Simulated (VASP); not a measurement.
Output of a VASP run:

### OSZICAR
```
       N       E                     dE             d eps       ncg     rms          rms(c)
DAV:   1     0.351483477800E+03    0.35148E+03   -0.17770E+04  3500   0.139E+03
DAV:   2     0.282791222632E+01   -0.34866E+03   -0.33521E+03  4043   0.396E+02
DAV:   3    -0.271750455725E+02   -0.30003E+02   -0.29719E+02  4433   0.131E+02
DAV:   4    -0.279556966814E+02   -0.78065E+00   -0.77897E+00  5429   0.209E+01
DAV:   5    -0.279737053859E+02   -0.18009E-01   -0.18003E-01  4861   0.230E+00    0.156E+01
DAV:   6    -0.254536005117E+02    0.25201E+01   -0.20056E+01  4727   0.483E+01    0.167E+01
DAV:   7    -0.255214381852E+02   -0.67838E-01   -0.14905E+00  4467   0.200E+01    0.919E+00
DAV:   8    -0.254999078968E+02    0.21530E-01   -0.24394E-01  4868   0.417E+00    0.566E+00
DAV:   9    -0.254913743718E+02    0.85335E-02   -0.29016E-02  5127   0.232E+00    0.515E-01
DAV:  10    -0.254917693565E+02   -0.39498E-03   -0.10860E-02  5157   0.959E-01    0.136E-01
DAV:  11    -0.254919073136E+02   -0.13796E-03   -0.75975E-04  4602   0.269E-01    0.825E-02
DAV:  12    -0.254919535853E+02   -0.46272E-04   -0.40831E-05  5654   0.725E-02    0.408E-02
DAV:  13    -0.254919659543E+02   -0.12369E-04   -0.14725E-05  4765   0.465E-02    0.114E-02
DAV:  14    -0.254919663723E+02   -0.41796E-06   -0.44542E-06  4533   0.248E-02
   1 F= -.25491966E+02 E0= -.25477679E+02  d E =-.285746E-01  mag=     3.0000
```

OUTCAR:
```
------------------------ aborting loop because EDIFF is reached ----------------------------------------
  FORCE on cell =-STRESS in cart. coord.  units (eV):
  Direction    XX          YY          ZZ          XY          YZ          ZX
  --------------------------------------------------------------------------------------
  Total       -6.6044712     -6.6044712     -6.6044712     -0.0000000      0.0000000     -0.0000000
  in kB     -156.8358451   -156.8358451   -156.8358451     -0.0000000      0.0000000     -0.0000000
  external PRESSURE =    -156.8358451 kB  Pullay stress =       0.0000000 kB
  volume of cell :       67.47
      direct lattice vectors                 reciprocal lattice vectors
     4.071000000  0.000000000  0.000000000     0.245639892  0.000000000  0.000000000
     0.000000000  4.071000000  0.000000000     0.000000000  0.245639892  0.000000000
     0.000000000  0.000000000  4.071000000     0.000000000  0.000000000  0.245639892
 POSITION                                       TOTAL-FORCE (eV/Angst)
 -----------------------------------------------------------------------------------
      0.00000      0.00000      0.00000         0.000000      0.000000      0.000000
      0.00000      2.03550      2.03550         0.000000      0.000000      0.000000
      2.03550      0.00000      2.03550         0.000000      0.000000      0.000000
      2.03550      2.03550      0.00000         0.000000      0.000000      0.000000
      2.03550      2.03550      2.03550         0.000000      0.000000      0.000000
 -----------------------------------------------------------------------------------
    total drift:                                0.000000      0.000000      0.000000
  FREE ENERGIE OF THE ION-ELECTRON SYSTEM (eV)
  ---------------------------------------------------
  free  energy   TOTEN  =       -25.4919663723 eV

  energy  without entropy=      -25.4633917927  energy(sigma->0) =      -25.47767908

 total charge

# of ion       s       p       d       tot
------------------------------------------
    1        1.951   5.560   0.023   7.534
    2        1.756   4.352   0.000   6.108
    3        1.756   4.352   0.000   6.108
    4        1.756   4.352   0.000   6.108
    5        0.265   0.343   7.128   7.736
--------------------------------------------------
tot          7.483  18.959   7.151  33.593

 magnetization (x)

# of ion       s       p       d       tot
------------------------------------------
    1       -0.000  -0.000  -0.000  -0.001
    2        0.005   0.073   0.000   0.078
    3        0.005   0.073   0.000   0.078
    4        0.005   0.073   0.000   0.078
    5        0.014   0.015   2.721   2.750
--------------------------------------------------
tot          0.031   0.233   2.720   2.984
```
(Selected blocks of OUTCAR.)

**POSCAR**
```
KCoF3
1
    4.0710000000     0.0000000000     0.0000000000
    0.0000000000     4.0710000000     0.0000000000
    0.0000000000     0.0000000000     4.0710000000
K F Co
1 3 1
Direct
  0.0000000000   0.0000000000   0.0000000000
  0.0000000000   0.5000000000   0.5000000000
  0.5000000000   0.0000000000   0.5000000000
  0.5000000000   0.5000000000   0.0000000000
  0.5000000000   0.5000000000   0.5000000000
```

Question: Write an INCAR and KPOINTS that could have produced this output.

Answer: Several could match; the one computed here: the input of the run itself, LDA (Ceperley-Alder, Perdew-Zunger) + U (Dudarev), plane waves, VASP's LDA PAW potentials (set 64).

### KPOINTS
```
Automatic
0
gamma
  8 8 8
0 0 0
```

**INCAR**
```
! general
SYSTEM  =KCoF3
PREC    =Accurate
ENCUT   =400
LREAL   =.FALSE.
LASPH   =.TRUE.

! electronic loop
EDIFF   =1E-6   ! SCF stop (eV)
NELM    =100
ALGO    =Normal
LMAXMIX =4

! smearing
ISMEAR  =0   ! Gaussian
SIGMA   =0.1   ! width (eV)

! spin
ISPIN   =2   ! spin-polarised
MAGMOM  =0.0 0.0 0.0 0.0 3.0

! DFT+U
LDAU    =.TRUE.
LDAUTYPE=2
LDAUL   =-1 -1 2
LDAUU   =0 0 3.0
LDAUJ   =0 0 0

! ions
ISIF    =2

! output
LWAVE   =.FALSE.
LCHARG  =.FALSE.
LORBIT  =11   ! lm-projected
```

POTCAR, in this order: K_sv F Co (LDA.64 set). Program: vasp_std.

At this cut-off the stress carries a Pulay error, which pulls relaxed volumes low. The moments were started parallel, and other spin orders were not tried in this run.

The structure comes from a measured KCoF3 entry of the Crystallography Open Database, whose conditions weren't checked. The cell was not relaxed at this level. The run is one of a series of settings (LDAU = .TRUE., LDAUJ = 0 0 0, LDAUL = -1 -1 2, LDAUTYPE = 2, LDAUU = 0 0 3.0 against the base run), some of them coarse on purpose. A gapless solution with U can be a metastable orbital state.
